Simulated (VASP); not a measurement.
NiTe (relaxed from the NiAs type structure, space group P6_3/mmc): computed properties

The numbers are results of PBEsol GGA, VASP's PBE PAW potentials (set 64) (plane waves; VASP), not measurements.

```json
{
 "space_group": "P6_3/mmc (194)",
 "cell": "a = 3.972 Å, b = 3.972 Å, c = 5.179 Å, α = 90.00°, β = 90.00°, γ = 120.00°",
 "volume_per_atom": "17.69 Å^3/atom",
 "band gap (over mesh and band path)": "none (metal, semimetal or under 0.01 eV)",
 "cell_moment": "0.00 μB",
 "density": "8.74 g/cm³"
}
```

```
CELL_PARAMETERS angstrom
      3.97188     0.00000     0.00000
     -1.98594     3.43975     0.00000
      0.00000     0.00000     5.17933
ATOMIC_POSITIONS crystal
  Ni 0.00000 0.00000 0.00000
  Ni 0.00000 0.00000 0.50000
  Te 0.33333 0.66667 0.25000
  Te 0.66667 0.33333 0.75000
```

Unless said otherwise, spin-orbit coupling is left out, though it shifts the bands of the heavy elements here.

The structure was generated: NiTe was put into the NiAs type type (P6_3/mmc), which need not be its known phase. It was relaxed first, which changed the volume by -19 %. Symmetry was kept, so distortions that lower it aren't found.
